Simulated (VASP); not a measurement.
VASP input:

**INCAR**
```
# general
SYSTEM  = CoAl
PREC    = Accurate
ENCUT   = 480   # plane-wave cut-off (eV)
LREAL   = F   # projection in real space or not
LASPH   = T

# electronic loop
EDIFF   = 1E-7   # SCF stop (eV)
NELM    = 100   # most electronic steps
ALGO    = Normal
LMAXMIX = 4

# smearing
ISMEAR  = 1   # Methfessel-Paxton
SIGMA   = 0.1

# functional
GGA     = PE   # PBE

# ions
IBRION  = 2   # conjugate gradients
NSW     = 40   # most ionic steps
ISIF    = 3   # ions, shape and volume
EDIFFG  = -0.01   # ionic stop
PSTRESS = 100   # kbar

# output
LWAVE   = F
LCHARG  = F
```

File KPOINTS:
```
Automatic
0
gamma
 12 12 12
```

File POSCAR:
```
CoAl
1
    2.8045915240     0.0000000000    -0.0000000000
    0.0000000000     2.8045915240    -0.0000000000
    0.0000000000     0.0000000000     2.8045915240
Al Co
1 1
Direct
  0.5000000000   0.5000000000   0.5000000000
  0.0000000000   0.0000000000   0.0000000000
```

POTCAR, in this order: Al Co (PBE.64 set). Program: vasp_std.

### Question
Write an equivalent input for Ansatz.

### Answer
One equivalent input (not run):
Ansatz 0.2 input:
```yaml
crystal:
  lattice:
    - [2.8045915, 0.0000000, 0.0000000]
    - [0.0000000, 2.8045915, 0.0000000]
    - [0.0000000, 0.0000000, 2.8045915]
  atoms:
    - { symbol: Al, position: [0.5000000, 0.5000000, 0.5000000] }
    - { symbol: Co, position: [0.0000000, 0.0000000, 0.0000000] }
kpoints:
  mp_grid: { grid: [12, 12, 12] }
hamiltonian:
  xc: pbe
  pseudopotentials: { kind: paw }
scf:
  occupations: { method: methfessel_paxton, width: 0.1 }
  max_iter: 100
relax:
  max_steps: 40
  f_tol: 0.01
  cell: { p_target: 10 }
output: { forces: true, stress: true, eigenvalues: true }
```
What does not carry over: each code has its own PAW files, so the cut-off isn't converted (ENCUT is set for VASP's; basis.ecutwfc is left out, and Ansatz then takes the one that its files recommend); Ansatz stops its SCF on the density residual and VASP on the energy change (EDIFF).

The compound is CoAl in the CsCl type structure. It was relaxed first under an external pressure of 10 GPa.
